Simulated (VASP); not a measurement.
Input of a VASP 6.6.1 run:

INCAR

```
SYSTEM = SbAsPb3
PREC     = Accurate       ! precision mode
ENCUT    = 520            ! plane-wave cutoff, eV
EDIFF    = 1E-6           ! SCF threshold, eV
ISMEAR   = 0              ! smearing method
SIGMA    = 0.05           ! smearing width, eV
LREAL    = .False.        ! projectors in reciprocal space
LASPH    = .True.         ! aspherical terms in the spheres
NELM     = 80             ! most SCF steps
ALGO     = Normal         ! electronic algorithm
ISIF     = 2              ! what is computed and relaxed
LWAVE    = .False.        ! write WAVECAR
LCHARG   = .False.        ! write CHGCAR
GGA      = PE             ! functional
NBANDS   = 34             ! bands
```

Contents of KPOINTS:

```
regular mesh
0
Gamma
  4 4 4
  0 0 0
```

Contents of POSCAR:

```
SbAsPb3
1.0
    6.6964576815      0.0000000000      0.0000000000
    0.0000000000      6.6964576815      0.0000000000
    0.0000000000      0.0000000000      6.6964576815
As Sb Pb
1 1 3
Direct
    0.0000000000      0.0000000000      0.0000000000
    0.5000000000      0.5000000000      0.5000000000
    0.5000000000      0.5000000000      0.0000000000
    0.5000000000      0.0000000000      0.5000000000
    0.0000000000      0.5000000000      0.5000000000
```

Potentials or basis: VASP PAW PBE potentials, release 64 (As, Sb, Pb_d).

Launch:

```bash
$ cat potpaw_PBE.64/As/POTCAR potpaw_PBE.64/Sb/POTCAR potpaw_PBE.64/Pb_d/POTCAR > POTCAR
$ mpirun -np 1 vasp_std > vasp.out
```

(1) Predict the pressure.

(2) Estimate the band gap on the k mesh.

## Answers

(1) -4.4 GPa.

(2) none (metal or under the smearing width).
